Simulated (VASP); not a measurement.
# LiF (Griceite): structure and properties in VASP, part 3 of 4

Wanted: the relaxed cell of LiF (Griceite) and its properties. The start is a cell from a database of measured crystal structures.

VASP 6.6.1; PBE with D3(BJ); plane waves and PAW (Li_sv, F).

So far, gap on the k-mesh (eV): step 2 (full relaxation (PBE + D3(BJ))) 9.39.

## (6) Total and projected DOS (PBE + D3(BJ))

Here the states are counted by energy and projected on the atoms. The mesh is finer than in the run before.

The input, INCAR:

```
SYSTEM = LiF
PREC = Accurate
ENCUT = 650
EDIFF = 1E-06
NELM = 100
ISMEAR = -5
SIGMA = 0.05
LREAL = .FALSE.
ALGO = Normal
GGA = PE
IVDW = 12
NBANDS = 17
LORBIT = 11
LWAVE = .FALSE.
LCHARG = .FALSE.
KPAR = 2
NEDOS = 2001
```

The input, POSCAR:

```
LiF
1.0
    0.0000000000      1.9919231069      1.9919231069
    1.9919231069      0.0000000000      1.9919231069
    1.9919231069      1.9919231069      0.0000000000
Li F
1 1
Direct
    0.0000000000      0.0000000000      0.0000000000
    0.5000000000      0.5000000000      0.5000000000
```

The input, KPOINTS:

```
Automatic mesh
0
Gamma
14 14 14
0 0 0
```

PAW data sets: Li_sv and F (PBE family, release 64).

Launch:

```bash
$ mpirun -np 2 vasp_std
```

Output:

```text
[... set-up lines as in an earlier step ...]
 entering main loop
       N       E                     dE             d eps       ncg     rms          rms(c)
DAV:   1     0.447616859452E+02    0.44762E+02   -0.58082E+03  3560   0.709E+02
DAV:   2    -0.883375633018E+01   -0.53595E+02   -0.52066E+02  4806   0.181E+02
DAV:   3    -0.101328196193E+02   -0.12991E+01   -0.12966E+01  4127   0.243E+01
DAV:   4    -0.101385916858E+02   -0.57721E-02   -0.57715E-02  4394   0.176E+00
DAV:   5    -0.101386180093E+02   -0.26324E-04   -0.26323E-04  4110   0.103E-01    0.453E+00
DAV:   6    -0.962042713134E+01    0.51819E+00   -0.20307E+00  4154   0.693E+00    0.138E+00
DAV:   7    -0.962438457359E+01   -0.39574E-02   -0.19215E-02  4826   0.968E-01    0.865E-01
DAV:   8    -0.963052602397E+01   -0.61415E-02   -0.13334E-02  4514   0.939E-01    0.119E-01
DAV:   9    -0.963050661204E+01    0.19412E-04   -0.89210E-04  4195   0.219E-01    0.457E-02
DAV:  10    -0.963058805760E+01   -0.81446E-04   -0.12880E-04  4253   0.720E-02    0.222E-02
DAV:  11    -0.963059092032E+01   -0.28627E-05   -0.98479E-06  4251   0.223E-02    0.352E-03
DAV:  12    -0.963059200559E+01   -0.10853E-05   -0.59059E-07  4244   0.552E-03    0.798E-04
DAV:  13    -0.963059194217E+01    0.63418E-07   -0.78939E-08  1965   0.171E-03
   1 F= -.99997331E+01 E0= -.99997331E+01  d E =0.000000E+00
```

Run time: 9.4 s. Hardware: 2 MPI ranks of Intel Xeon 6975P-C (Granite Rapids), shared host; peak memory 0.3 GiB.

Parts of OUTCAR (step 6):

```text
   k-points           NKPTS =    104   k-points in BZ     NKDIM =    104   number of bands    NBANDS=     17

   NELECT =      10.0000    total number of electrons

 E-fermi :  -0.7814

 k-point     2 :       0.0714    0.0000    0.0000
  band No.  band energies     occupation
      1     -41.6579      2.00000
      2     -20.8657      2.00000
      3      -0.9776      2.00000
      4      -0.8337      2.00000
      5      -0.8337      2.00000
      6       8.7194      0.00000
      7      21.6356      0.00000
      8      22.7034      0.00000
      9      22.7034      0.00000
     10      24.5893      0.00000
    ...

 Edisp (eV)   -0.36914

  Total      -0.00565    -0.00565    -0.00565     0.00000     0.00000     0.00000
  in kB      -0.57251    -0.57251    -0.57251     0.00000     0.00000     0.00000
  external pressure =       -0.57 kB  Pullay stress =        0.00 kB

 POSITION                                       TOTAL-FORCE (eV/Angst)
 -----------------------------------------------------------------------------------
      0.00000      0.00000      0.00000         0.000000      0.000000     -0.000000
      1.99192      1.99192      1.99192        -0.000000      0.000000      0.000000
 -----------------------------------------------------------------------------------
    total drift:                               -0.000000     -0.000000      0.000000

  FREE ENERGIE OF THE ION-ELECTRON SYSTEM (eV)
  ---------------------------------------------------
  free  energy   TOTEN  =        -9.9997331007 eV

  energy  without entropy=       -9.9997331007  energy(sigma->0) =       -9.99973310

[... 9 parts as in an earlier step ...]

[... 7 further parts left out ...]
```

This step gave:

| Item | Value |
| --- | --- |
| irreducible k-points | 104 |
| Fermi energy | -0.7814 eV |
| pressure | -0.05725 GPa |
| valence top at k | -0.07143, 0.07143, 0 |
| gap on the k-mesh | 9.384 eV |

The density of states has structure finer than the step of the table below, so its rows give means over 1 eV, whole bins alone (the curve runs from -12.0 to 17.3 eV). Peaks (eV: height): total -2.4: 3.09, -0.4: 3.68, 11.2: 0.563, 16.1: 0.962; F p -2.4: 2.02, -0.4: 2.97; Li p -2.4: 0.0328, 15.1: 0.104, 15.8: 0.183; F s 11.2: 0.0568; Li s -2.4: 0.0475, -0.8: 0.0114, 11.2: 0.0263, 17.0: 0.0337.

States under -12.0 eV and over 17.3 eV are left out. Table of density of states by energy, zero at the valence-band top; means over each step; values in states/eV/cell:

```
energy (eV)    total      F p     Li p      F s     Li s
         -4        0        0        0        0        0
         -3    0.436    0.276  0.00689   6.0e-4  0.00419
         -2     1.75     1.17   0.0165  0.00516   0.0251
         -1     2.39     1.82   0.0200  0.00264  0.00730
          0     1.42     1.15  0.00522   3.1e-4   5.0e-4
          1        0        0        0        0        0
          2        0        0        0        0        0
          3        0        0        0        0        0
          4        0        0        0        0        0
          5        0        0        0        0        0
          6        0        0        0        0        0
          7        0        0        0        0        0
          8        0        0        0        0        0
          9  0.00152   2.5e-5   1.0e-5   2.4e-4   2.4e-4
         10   0.0939  0.00529  0.00375   0.0131   0.0120
         11    0.372   0.0283   0.0491   0.0391   0.0222
         12    0.489   0.0529   0.0840   0.0405   0.0159
         13    0.433   0.0647   0.0833   0.0268  0.00891
         14    0.369   0.0720   0.0753   0.0147  0.00507
         15    0.390   0.0999   0.0813  0.00386  0.00184
         16    0.926    0.184    0.164   7.6e-4   0.0102
```

The gap on this mesh is 9.38 eV. In the top eV of the valence band the largest shares in the PAW spheres are F p 79 %; in the lowest eV of the conduction band, F s 14 %, Li s 13 % and F p 5 %. The rest lies in smaller channels or between the spheres.

## (7) Independent-particle dielectric function (PBE + D3(BJ))

LOPTICS sums transitions from filled to empty bands. NBANDS is raised for it.

The input, INCAR:

```
SYSTEM = LiF
PREC = Accurate
ENCUT = 650
EDIFF = 1E-06
NELM = 100
ISMEAR = 0
SIGMA = 0.05
LREAL = .FALSE.
ALGO = Normal
GGA = PE
IVDW = 12
NBANDS = 21
LORBIT = 11
LWAVE = .FALSE.
LCHARG = .FALSE.
KPAR = 2
LOPTICS = .TRUE.
NEDOS = 1500
CSHIFT = 0.1
```

POSCAR is that of step 6.

KPOINTS is that of step 6.

Launch:

```bash
$ mpirun -np 2 vasp_std
```

Output:

```text
[... set-up lines as in an earlier step ...]
 entering main loop
       N       E                     dE             d eps       ncg     rms          rms(c)
DAV:   1     0.529440463667E+02    0.52944E+02   -0.52956E+03  4384   0.571E+02
DAV:   2    -0.865223341336E+01   -0.61596E+02   -0.59640E+02  5610   0.168E+02
DAV:   3    -0.101342158024E+02   -0.14820E+01   -0.14772E+01  5415   0.221E+01
DAV:   4    -0.101386094246E+02   -0.43936E-02   -0.43933E-02  4905   0.131E+00
DAV:   5    -0.101386181528E+02   -0.87282E-05   -0.87282E-05  5188   0.554E-02    0.453E+00
DAV:   6    -0.962068008355E+01    0.51794E+00   -0.18781E+00  4673   0.561E+00    0.139E+00
DAV:   7    -0.962438950100E+01   -0.37094E-02   -0.16054E-02  5992   0.749E-01    0.860E-01
DAV:   8    -0.963048741534E+01   -0.60979E-02   -0.12106E-02  5811   0.740E-01    0.107E-01
DAV:   9    -0.963051044291E+01   -0.23028E-04   -0.64322E-04  5115   0.157E-01    0.432E-02
DAV:  10    -0.963058814546E+01   -0.77703E-04   -0.11593E-04  5147   0.525E-02    0.121E-02
DAV:  11    -0.963059101199E+01   -0.28665E-05   -0.28203E-06  5155   0.105E-02    0.287E-03
DAV:  12    -0.963059197205E+01   -0.96006E-06   -0.38858E-07  5273   0.352E-03
   1 F= -.99997331E+01 E0= -.99997331E+01  d E =-.765498E-13
 optical routines
 imaginary and real dielectric function
 recalculating local potential from charge density
 direction            1
 direction            2
 direction            3
```

Wall time 8.4 s (2 MPI ranks); peak memory 0.36 GiB; 14 s of CPU time.

OUTCAR, selected parts (step 7):

```text
   k-points           NKPTS =    104   k-points in BZ     NKDIM =    104   number of bands    NBANDS=     21

   NELECT =      10.0000    total number of electrons

 E-fermi :  -0.5883

 k-point     1 :       0.0000    0.0000    0.0000
  band No.  band energies     occupation
      1     -41.6617      2.00000
      2     -20.8871      2.00000
      3      -0.8215      2.00000
      4      -0.8215      2.00000
      5      -0.8215      2.00000
      6       8.5637      0.00000
      7      23.5900      0.00000
      8      23.5900      0.00000
      9      23.5900      0.00000
     10      23.8364      0.00000
    ...

 Edisp (eV)   -0.36914

  Total      -0.00564    -0.00564    -0.00564     0.00000    -0.00000     0.00000
  in kB      -0.57199    -0.57199    -0.57199     0.00000    -0.00000     0.00000
  external pressure =       -0.57 kB  Pullay stress =        0.00 kB

 POSITION                                       TOTAL-FORCE (eV/Angst)
 -----------------------------------------------------------------------------------
      0.00000      0.00000      0.00000         0.000000      0.000000      0.000000
      1.99192      1.99192      1.99192         0.000000     -0.000000      0.000000
 -----------------------------------------------------------------------------------
    total drift:                               -0.000000     -0.000000      0.000000

  FREE ENERGIE OF THE ION-ELECTRON SYSTEM (eV)
  ---------------------------------------------------
  free  energy   TOTEN  =        -9.9997331306 eV

  energy  without entropy=       -9.9997331306  energy(sigma->0) =       -9.99973313

 plasma frequency squared (from intraband transitions) (eV^2)
  --------------------------------------------------------------------------------------
       0.000      -0.000      -0.000
      -0.000       0.000      -0.000
      -0.000      -0.000       0.000

[... 8 parts as in an earlier step ...]

[... 8 further parts left out ...]
```

These are independent-particle spectra without excitons or local fields. Their onset and peaks carry the functional's gap error, and fine structure and low peaks depend on the mesh and on CSHIFT.

This step gave:

```yaml
scf_cycles: 12
bands: 21
fermi_energy: -0.5883 eV
pressure: -0.05720 GPa
```

The imaginary dielectric function, xx has structure finer than the step of the table below, so its rows give means over 0.5 eV, whole bins alone (the curve runs from 0 to 24.9 eV). Peaks (eV: height): 11.48: 3.14, 12.08: 2.60, 13.37: 1.73, 17.39: 3.19, 19.79: 3.75, 21.51: 3.23.

Imaginary dielectric function, xx against photon energy; means over each step:

photon energy (eV), imaginary dielectric function, xx and a bar:
```
      0.5       0.00 
      1.0       0.00 
      1.5       0.00 
      2.0       0.00 
      2.5       0.00 
      3.0       0.00 
      3.5       0.00 
      4.0       0.00 
      4.5       0.01 
      5.0       0.01 
      5.5       0.01 
      6.0       0.01 
      6.5       0.01 
      7.0       0.01 
      7.5       0.02 
      8.0       0.02 
      8.5       0.03 
      9.0       0.06 #
      9.5       0.29 ##
     10.0       0.65 ######
     10.5       1.02 #########
     11.0       1.69 ##############
     11.5       2.59 ######################
     12.0       2.33 ####################
     12.5       1.92 ################
     13.0       1.54 #############
     13.5       1.48 #############
     14.0       1.16 ##########
     14.5       0.92 ########
     15.0       0.81 #######
     15.5       0.54 #####
     16.0       0.66 ######
     16.5       1.03 #########
     17.0       1.54 #############
     17.5       2.53 ######################
     18.0       1.24 ###########
     18.5       0.88 #######
     19.0       1.46 ############
     19.5       2.47 #####################
     20.0       3.52 ##############################
     20.5       2.68 #######################
     21.0       2.41 #####################
     21.5       2.94 #########################
     22.0       1.83 ################
     22.5       0.71 ######
     23.0       0.39 ###
     23.5       0.34 ###
     24.0       0.34 ###
     24.5       0.28 ##
```

The real dielectric function, xx by photon energy:

photon energy (eV), real dielectric function, xx and a bar from the least value:
```
      0.0       2.06 #####################
      0.5       2.06 #####################
      1.0       2.06 #####################
      1.5       2.07 #####################
      2.0       2.07 #####################
      2.5       2.08 #####################
      3.0       2.10 #####################
      3.5       2.11 #####################
      4.0       2.13 #####################
      4.5       2.16 #####################
      5.0       2.19 #####################
      5.5       2.22 ######################
      6.0       2.26 ######################
      6.5       2.31 ######################
      7.0       2.37 ######################
      7.5       2.44 #######################
      8.0       2.54 ########################
      8.5       2.68 ########################
      9.0       2.89 ##########################
      9.5       3.26 ############################
     10.0       3.32 ############################
     10.5       3.37 ############################
     11.0       3.66 ##############################
     11.5       2.51 #######################
     12.0       2.18 #####################
     12.5       1.69 ###################
     13.0       1.04 ###############
     13.5       1.12 ###############
     14.0       1.08 ###############
     14.5       1.43 #################
     15.0       1.33 ################
     15.5       1.78 ###################
     16.0       2.20 ######################
     16.5       2.35 ######################
     17.0       2.60 ########################
     17.5       1.07 ###############
     18.0       1.04 ###############
     18.5       1.77 ###################
     19.0       2.36 ######################
     19.5       2.93 ##########################
     20.0       1.18 ################
     20.5       0.38 ###########
     21.0       0.51 ############
     21.5      -0.14 ########
     22.0      -1.49 
     22.5      -0.91 ###
     23.0      -0.37 #######
     23.5      -0.05 ########
     24.0       0.11 #########
     24.5       0.35 ###########
```

The mean of ε2 over directions passes 5 % of its top at 9.43 eV, against a least direct gap of 9.39 eV on this mesh, so absorption sets in close to the direct gap.

## (8) Volume scan with PBE + D3(BJ)

An equation of state needs energies on both sides of the minimum, all on one mesh and cutoff.

Changes to INCAR since step 7:

```diff
@@ -11,3 +11,3 @@
 IVDW = 12
-NBANDS = 21
+NBANDS = 11
 LORBIT = 11
@@ -16,4 +16,2 @@
 KPAR = 2
-LOPTICS = .TRUE.
-NEDOS = 1500
-CSHIFT = 0.1
+ISIF = 2
```

The input, POSCAR:

```
LiF
1.0
    0.0000000000      1.9512602051      1.9512602051
    1.9512602051      0.0000000000      1.9512602051
    1.9512602051      1.9512602051      0.0000000000
Li F
1 1
Direct
    0.0000000000      0.0000000000      0.0000000000
    0.5000000000      0.5000000000      0.5000000000
```

The input, KPOINTS:

```
Automatic mesh
0
Gamma
10 10 10
0 0 0
```

Launch:

```bash
$ mpirun -np 2 vasp_std
```

Output:

```text
[... set-up lines as in an earlier step ...]
 entering main loop
       N       E                     dE             d eps       ncg     rms          rms(c)
DAV:   1     0.394225361658E+02    0.39423E+02   -0.63171E+03  1042   0.109E+03
DAV:   2    -0.876657922088E+01   -0.48189E+02   -0.47093E+02  1198   0.220E+02
DAV:   3    -0.100813402987E+02   -0.13148E+01   -0.13106E+01  1306   0.329E+01
DAV:   4    -0.100964966718E+02   -0.15156E-01   -0.15154E-01  1284   0.383E+00
DAV:   5    -0.100966224780E+02   -0.12581E-03   -0.12581E-03  1342   0.265E-01    0.455E+00
DAV:   6    -0.957538573929E+01    0.52124E+00   -0.24146E+00  1178   0.107E+01    0.134E+00
DAV:   7    -0.957927317562E+01   -0.38874E-02   -0.24621E-02  1397   0.147E+00    0.855E-01
DAV:   8    -0.958529503529E+01   -0.60219E-02   -0.14408E-02  1323   0.140E+00    0.112E-01
DAV:   9    -0.958529119731E+01    0.38380E-05   -0.10322E-03  1257   0.319E-01    0.433E-02
DAV:  10    -0.958535826872E+01   -0.67071E-04   -0.12438E-04  1182   0.101E-01    0.178E-02
DAV:  11    -0.958535985387E+01   -0.15852E-05   -0.76716E-06  1380   0.279E-02    0.357E-03
DAV:  12    -0.958536068535E+01   -0.83148E-06   -0.49977E-07  1171   0.733E-03
   1 F= -.99788769E+01 E0= -.99788769E+01  d E =-.229659E-31
```

The job ended after 3.8 s (2 MPI ranks; peak memory 0.27 GiB; 5.7 s of CPU time).

Parts of OUTCAR (step 8):

```text
   ENCUT  =  650.0 eV  47.77 Ry    6.91 a.u.   5.74  5.74  5.74*2*pi/ulx,y,z

   NELECT =      10.0000    total number of electrons

 E-fermi :  -0.0123

 k-point     1 :       0.0000    0.0000    0.0000
  band No.  band energies     occupation
      1     -41.1392      2.00000
      2     -20.6623      2.00000
      3      -0.4129      2.00000
      4      -0.4129      2.00000
      5      -0.4129      2.00000
      6       9.5713      0.00000
      7      24.8377      0.00000
      8      24.8377      0.00000
      9      24.8649      0.00000
     10      24.8650      0.00000
    ...

 Edisp (eV)   -0.39352

  Total       0.50132     0.50132     0.50132    -0.00000     0.00000     0.00000
  in kB      54.05690    54.05690    54.05690    -0.00000     0.00000     0.00000
  external pressure =       54.06 kB  Pullay stress =        0.00 kB

 POSITION                                       TOTAL-FORCE (eV/Angst)
 -----------------------------------------------------------------------------------
      0.00000      0.00000      0.00000        -0.000000     -0.000000      0.000000
      1.95126      1.95126      1.95126         0.000000      0.000000     -0.000000
 -----------------------------------------------------------------------------------
    total drift:                               -0.000000     -0.000000      0.000000

  FREE ENERGIE OF THE ION-ELECTRON SYSTEM (eV)
  ---------------------------------------------------
  free  energy   TOTEN  =        -9.9788768930 eV

  energy  without entropy=       -9.9788768930  energy(sigma->0) =       -9.97887689

[... 4 parts as in an earlier step ...]

[... 12 further parts left out ...]
```

The scan keeps the cell's shape and the fractional positions fixed.

Numbers from this step:

* bands: 11
* irreducible k-points: 47
* free energy (TOTEN): -9.979 eV
* Fermi energy: -0.0123 eV
* pressure: 5.406 GPa
* valence top at k: 0, 0, 0
* gap on the k-mesh: 9.984 eV
* least direct gap on the k-mesh: 9.984 eV

The pressure here is 5.41 GPa.

(Continued in part 4 of 4.)

[Lines on the potential files, build, host, timing and source positions are cut from VASP's logs without a mark.]

[Logs are printed without paths, hosts, clocks, repeated set-up lines and the standing remarks that a program may print on its own settings, such as how far it seeks lower states.]

[Hosts, paths, dates, database ids (printed as entryN), source tags and the programs' standing remarks are cut or masked in the printed files.]

[A measured line is paired with the nearest computed mode of its activity, which favours agreement.]

[In band tables of VASP the shares of atoms and orbitals are scaled to a sum of 1 inside the atoms' spheres.]
